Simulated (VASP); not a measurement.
# MgO (Periclase) (Fm-3m) in VASP: settings compared, part 3 of 3

VASP 6.6.1.

## (7) Optical spectrum, PBE

Contents of INCAR:

```
SYSTEM = MgO
  PREC = Accurate
  ENCUT = 520
  EDIFF = 1E-6
  ISMEAR = 0
  SIGMA = 0.03
  LREAL = .FALSE.
  LASPH = .TRUE.
  NELM = 80
  ALGO = Normal
  ISIF = 2
  LWAVE = .FALSE.
  LCHARG = .FALSE.
  GGA = PE
  LOPTICS = .TRUE.
  NBANDS = 36
  NEDOS = 1000
  CSHIFT = 0.1
```

Contents of KPOINTS:

```
regular mesh
0
G
  12 12 12
  0 0 0
```

Contents of POSCAR:

```
MgO                                     
1.0
    0.0000000000      2.1039232588      2.1039232588
    2.1039232588      0.0000000000      2.1039232588
    2.1039232588      2.1039232588      0.0000000000
  Mg              O             
     1     1
Direct
     0.0000000000000000    0.0000000000000000    0.0000000000000000
     0.5000000000000000    0.5000000000000000    0.5000000000000000
```

Potentials or basis: VASP PAW PBE potentials, release 64 (Mg, O).

The run is started by

```console
cat potpaw_PBE.64/Mg/POTCAR potpaw_PBE.64/O/POTCAR > POTCAR
mpirun -np 1 vasp_std > vasp.out
```

OUTCAR:

```text
SYSTEM = MgO
   PREC = Accurate
   ENCUT = 520
   EDIFF = 1E-6
   ISMEAR = 0
   LREAL = .FALSE.
   LASPH = .TRUE.
   NELM = 80
   ISIF = 2
   GGA = PE

 ion  position               nearest neighbor table
   1  0.000  0.000  0.000-   2 2.10   2 2.10   2 2.10   2 2.10   2 2.10   2 2.10
   2  0.500  0.500  0.500-   1 2.10   1 2.10   1 2.10   1 2.10   1 2.10   1 2.10

  LATTYP: Found a face centered cubic cell.
 ALAT       =     4.2078465176

  Lattice vectors:

 A1 = (   0.0000000000,   2.1039232588,   2.1039232588)
 A2 = (   2.1039232588,   0.0000000000,   2.1039232588)
 A3 = (   2.1039232588,   2.1039232588,   0.0000000000)

Analysis of symmetry for initial positions (statically):
=====================================================================
 Subroutine PRICEL returns:
 Original cell was already a primitive cell.

 Routine SETGRP: Setting up the symmetry group for a
 face centered cubic supercell.

 Subroutine GETGRP returns: Found 48 space group operations
 (whereof 48 operations were pure point group operations)
 out of a pool of 48 trial point group operations.

The static configuration has the point symmetry O_h .

Analysis of symmetry for dynamics (positions and initial velocities):
=====================================================================
 Subroutine PRICEL returns:
 Original cell was already a primitive cell.

 Routine SETGRP: Setting up the symmetry group for a
 face centered cubic supercell.

 Subroutine GETGRP returns: Found 48 space group operations
 (whereof 48 operations were pure point group operations)
 out of a pool of 48 trial point group operations.

The dynamic configuration has the point symmetry O_h .

 Subroutine INISYM returns: Found 48 space group operations
 (whereof 48 operations are pure point group operations),
 and found     1 'primitive' translations

----------------------------------------------------------------------------------------

                                     Primitive cell

  volume of cell :      18.6260

  direct lattice vectors                    reciprocal lattice vectors
     0.000000000  2.103923259  2.103923259    -0.237651254  0.237651254  0.237651254
     2.103923259  0.000000000  2.103923259     0.237651254 -0.237651254  0.237651254
     2.103923259  2.103923259  0.000000000     0.237651254  0.237651254 -0.237651254

  length of vectors
     2.975396807  2.975396807  2.975396807     0.411624046  0.411624046  0.411624046

[... 133 lines left out ...]
 cond. band min:       7.9652578597   @ k =   0.0000   0.0000   0.0000
 fundamental gap:      4.7557207849
 Fermi energy:         3.3315861512

 k-point     1 :       0.0000    0.0000    0.0000
  band No.  band energies     occupation
      1     -14.0694      2.00000
      2       3.2095      2.00000
      3       3.2095      2.00000
      4       3.2095      2.00000
      5       7.9653      0.00000
      6      19.0263      0.00000
[... 433 lines left out ...]
      3       1.6263      2.00000
      4       2.4244      2.00000
      5      12.2815      0.00000
      6      15.5989      0.00000
[... 8 lines left out ...]
     15      36.8427      0.00000
     16      38.6497      0.00000

 [... further k-points ...]

 [bands above 16 left out]

------------------------ aborting loop because EDIFF is reached ----------------------------------------

  FORCE on cell =-STRESS in cart. coord.  units (eV):
  Direction    XX          YY          ZZ          XY          YZ          ZX
  --------------------------------------------------------------------------------------
  -------------------------------------------------------------------------------------
  Total        0.5192171      0.5192171      0.5192171      0.0000000      0.0000000      0.0000000
  in kB       44.6621779     44.6621779     44.6621779      0.0000000      0.0000000      0.0000000
  external PRESSURE =      44.6621779 kB  Pullay stress =       0.0000000 kB

 VOLUME and BASIS-vectors are now :
 -----------------------------------------------------------------------------
  energy-cutoff  :      520.00
  volume of cell :       18.63
      direct lattice vectors                 reciprocal lattice vectors
     0.000000000  2.103923259  2.103923259    -0.237651254  0.237651254  0.237651254
     2.103923259  0.000000000  2.103923259     0.237651254 -0.237651254  0.237651254
     2.103923259  2.103923259  0.000000000     0.237651254  0.237651254 -0.237651254

 POSITION                                       TOTAL-FORCE (eV/Angst)
 -----------------------------------------------------------------------------------
      0.00000      0.00000      0.00000         0.000000      0.000000      0.000000
      2.10392      2.10392      2.10392        -0.000000     -0.000000      0.000000
 -----------------------------------------------------------------------------------
    total drift:                               -0.000000     -0.000000      0.000000

  FREE ENERGIE OF THE ION-ELECTRON SYSTEM (eV)
  ---------------------------------------------------
  free  energy   TOTEN  =       -11.9040068350 eV

  energy  without entropy=      -11.9040068350  energy(sigma->0) =      -11.90400684

 electrical conductivity sigma (Mega S m-1) (frequency dependency in vasprun.xml)
  --------------------------------------------------------------------------------------
       0.000      -0.000      -0.000
       0.000       0.000      -0.000
      -0.000       0.000       0.000

  frequency dependent IMAGINARY DIELECTRIC FUNCTION (independent particle, no local field effects) density-density
     E(ev)      X         Y         Z        XY        YZ        ZX
  --------------------------------------------------------------------------------------------------------------
     0.00000    -0.00000    -0.00000    -0.00000     0.00000     0.00000     0.00000
     1.11196     0.00000     0.00000     0.00000    -0.00000     0.00000    -0.00000
     2.22391     0.00000     0.00000     0.00000    -0.00000     0.00000    -0.00000
     3.33587     0.00000     0.00000     0.00000    -0.00000     0.00000    -0.00000
     4.44783     0.00000     0.00000     0.00000    -0.00000     0.00000    -0.00000
     5.55979     0.06376     0.06376     0.06376     0.00000     0.00000     0.00000
[... 92 lines left out ...]
   108.97181     0.00000     0.00000     0.00000    -0.00000     0.00000    -0.00000
   110.08377     0.00000     0.00000     0.00000    -0.00000     0.00000    -0.00000

  frequency dependent      REAL DIELECTRIC FUNCTION (independent particle, no local field effects) density-density
     E(ev)        X           Y           Z          XY          YZ          ZX
  --------------------------------------------------------------------------------------------------------------
     0.00000     3.18520     3.18520     3.18520     0.00000    -0.00000    -0.00000
     1.11196     3.21163     3.21163     3.21163     0.00000    -0.00000    -0.00000
     2.22391     3.29789     3.29789     3.29789     0.00000    -0.00000    -0.00000
     3.33587     3.47386     3.47386     3.47386     0.00000    -0.00000    -0.00000
     4.44783     3.88460     3.88460     3.88460     0.00000    -0.00000    -0.00000
     5.55979     3.91888     3.91888     3.91888     0.00000     0.00000    -0.00000
[... 92 lines left out ...]
   108.97181     0.95373     0.95373     0.95373    -0.00000    -0.00000    -0.00000
   110.08377     0.95479     0.95479     0.95479    -0.00000    -0.00000    -0.00000

  frequency dependent IMAGINARY DIELECTRIC FUNCTION (independent particle, no local field effects) current-current
     E(ev)      X         Y         Z        XY        YZ        ZX
  --------------------------------------------------------------------------------------------------------------
     0.00000     0.00000     0.00000     0.00000    -0.00000    -0.00000     0.00000
     1.11196    -0.00000    -0.00000    -0.00000    -0.00000    -0.00000    -0.00000
     2.22391    -0.00000    -0.00000    -0.00000    -0.00000    -0.00000    -0.00000
     3.33587    -0.00000    -0.00000    -0.00000    -0.00000    -0.00000    -0.00000
     4.44783    -0.00000    -0.00000    -0.00000    -0.00000    -0.00000    -0.00000
     5.55979     0.06168     0.06168     0.06168     0.00000     0.00000     0.00000
[... 92 lines left out ...]
   108.97181    -0.00000    -0.00000    -0.00000    -0.00000    -0.00000    -0.00000
   110.08377    -0.00000    -0.00000    -0.00000    -0.00000    -0.00000    -0.00000

  frequency dependent      REAL DIELECTRIC FUNCTION (independent particle, no local field effects) current-current
     E(ev)        X           Y           Z          XY          YZ          ZX
  --------------------------------------------------------------------------------------------------------------
     0.00000     3.18465     3.18465     3.18465     0.00000     0.00000     0.00000
     1.11196     3.21080     3.21080     3.21080     0.00000     0.00000     0.00000
     2.22391     3.29699     3.29699     3.29699     0.00000     0.00000     0.00000
     3.33587     3.47281     3.47281     3.47281     0.00000     0.00000     0.00000
     4.44783     3.88210     3.88210     3.88210     0.00000     0.00000     0.00000
     5.55979     3.89612     3.89612     3.89612     0.00000     0.00000     0.00000
[... 92 lines left out ...]
   108.97181     0.95374     0.95374     0.95374    -0.00000    -0.00000    -0.00000
   110.08377     0.95480     0.95480     0.95480    -0.00000    -0.00000    -0.00000
```

OSZICAR:

```text
N       E                     dE             d eps       ncg     rms          rms(c)
DAV:   1     0.392285116073E+02    0.39229E+02   -0.33197E+03  5264   0.197E+02
DAV:   2    -0.122329013920E+02   -0.51461E+02   -0.49053E+02  6588   0.802E+01
DAV:   3    -0.134637787340E+02   -0.12309E+01   -0.12248E+01  6220   0.107E+01
DAV:   4    -0.134649336394E+02   -0.11549E-02   -0.11548E-02  6052   0.333E-01
DAV:   5    -0.134649342677E+02   -0.62836E-06   -0.62837E-06  6076   0.776E-03    0.722E+00
DAV:   6    -0.119211536104E+02    0.15438E+01   -0.65948E+00  5740   0.498E+00    0.221E+00
DAV:   7    -0.119100434201E+02    0.11110E-01   -0.44096E-02  6248   0.692E-01    0.134E+00
DAV:   8    -0.119042739560E+02    0.57695E-02   -0.24127E-02  6072   0.572E-01    0.226E-01
DAV:   9    -0.119040555069E+02    0.21845E-03   -0.16531E-04  5912   0.353E-02    0.156E-01
DAV:  10    -0.119040047514E+02    0.50756E-04   -0.18698E-04  5972   0.495E-02    0.612E-03
DAV:  11    -0.119040066943E+02   -0.19429E-05   -0.46840E-06  6456   0.673E-03    0.318E-03
DAV:  12    -0.119040068350E+02   -0.14072E-06   -0.11244E-07  4248   0.116E-03
   1 F= -.11904007E+02 E0= -.11904007E+02  d E =-.190569E-11
 imaginary and real dielectric function
```

Wall time 14 s (1 thread of Intel Xeon 6975P-C (Granite Rapids), shared host); peak memory 0.18 GiB.

What came out:

- Free energy: -11.9040 eV
- Pressure: 4.5 GPa
- Band gap on the k mesh: 4.76 eV, direct

Dielectric function (mean over the directions given):
```
energy (eV)  real part  imaginary part
       0.33       3.19            0.00
       0.78       3.20            0.00
       1.33       3.22            0.00
       1.78       3.26            0.00
       2.34       3.31            0.00
       2.78       3.37            0.00
       3.34       3.47            0.00
       3.78       3.59            0.00
       4.34       3.82            0.00
       4.78       4.05            0.55
       5.34       4.04            0.35
       5.78       4.32            0.02
       6.34       4.11            4.81
       6.78       4.38            0.04
       7.34       4.48            0.20
       7.78       4.38            0.00
       8.34       4.85            4.19
       8.78       4.91            2.12
       9.34       2.93            0.56
       9.79       3.08            1.82
      10.34       4.35            1.22
      10.79       2.76            3.38
      11.34       1.85            5.44
      11.79      -0.31            3.40
      12.34       1.40            1.17
      12.79       0.97            2.43
      13.34       0.42            1.72
      13.79       1.16            1.74
      14.34       1.54            1.57
      14.79       1.31            4.84
      15.35       0.98            4.99
      15.79      -0.19            2.99
      16.35       0.08            1.92
      16.79      -0.40            1.18
      17.35      -0.19            2.91
      17.79      -0.65            2.42
      18.35      -1.38            1.77
      18.79      -0.97            1.49
      19.35      -0.72            0.58
      19.90      -0.24            0.73
```

Caveat: spectra need much finer meshes, so this one isn't converged; independent-particle spectra lack excitons.

## (8) The runs side by side

| task | level | potentials or basis | k mesh | monkhorst-Pack mesh | gap on the mesh (eV) | pressure (GPa) |
| --- | --- | --- | --- | --- | --- | --- |
| band structure | PBE | VASP PAW PBE potentials, release 64 (Mg, O) | 12 × 12 × 12 | - | 4.76 | 4.5 |
| band structure | LDA | VASP PAW LDA potentials, release 64 (Mg, O) | 12 × 12 × 12 | - | 4.69 | -7.3 |
| band structure | r2SCAN | VASP PAW PBE potentials, release 64 (Mg, O) | 12 × 12 × 12 | - | 5.63 | -1.6 |
| band structure | TB-mBJ | VASP PAW PBE potentials, release 64 (Mg, O) | 12 × 12 × 12 | - | 6.80 | - |
| dielectric tensor | PBE | VASP PAW PBE potentials, release 64 (Mg, O) | 18 × 18 × 18 | yes | - | - |
| optical spectrum | PBE | VASP PAW PBE potentials, release 64 (Mg, O) | 12 × 12 × 12 | - | 4.76 | 4.5 |

Alike in all rows: no spin polarisation; cell as given; cutoff (eV) 520; smearing gaussian 0.03 eV.

Caveats: the PAW data sets were made with another functional, which shifts forces and pressure a little (some runs); spectra need much finer meshes, so this one isn't converged (some runs); independent-particle spectra lack excitons (some runs).

Absolute energies hang on the potentials; compare differences alone.

## (9) Against experiment

Step 2. Against the measured gap of MgO, 7.83 eV (quoted in “Electronic structure of alkaline earth and post-transition metal oxides”, 2009, arxiv:0908.1581), the calculated 4.76 eV is off by -3.07 eV. The value is that of PBE, without temperature or zero-point motion. Semilocal functionals fall short of measured gaps as a rule.

Step 3. Measured gap of MgO: 7.83 eV (quoted in “Electronic structure of alkaline earth and post-transition metal oxides”, 2009, arxiv:0908.1581). This calculation gives 4.69 eV (-3.14 eV). The value is that of LDA, without temperature or zero-point motion. Semilocal functionals fall short of measured gaps as a rule.

Step 4. Against the measured gap of MgO, 7.83 eV (quoted in “Electronic structure of alkaline earth and post-transition metal oxides”, 2009, arxiv:0908.1581), the calculated 5.63 eV is off by -2.20 eV. The value is that of r2SCAN, without temperature or zero-point motion.

Step 5. Against the measured gap of MgO, 7.83 eV (quoted in “Electronic structure of alkaline earth and post-transition metal oxides”, 2009, arxiv:0908.1581), the calculated 6.80 eV is off by -1.03 eV. The value is that of TB-mBJ, without temperature or zero-point motion.

Step 6. Measured high-frequency dielectric constant of MgO: 2.95 (295 K; “Infrared Optical Properties of Ferropericlase (Mg1-xFexO): Experiment and Theory”, 2007, arxiv:0704.2267). This calculation gives 3.13 (+6.0 %).

Step 7. Measured gap of MgO: 7.83 eV (quoted in “Electronic structure of alkaline earth and post-transition metal oxides”, 2009, arxiv:0908.1581). This calculation gives 4.76 eV (-3.07 eV). The value is that of PBE on a finite k mesh, which can miss the band edges, without temperature or zero-point motion. Semilocal functionals fall short of measured gaps as a rule.
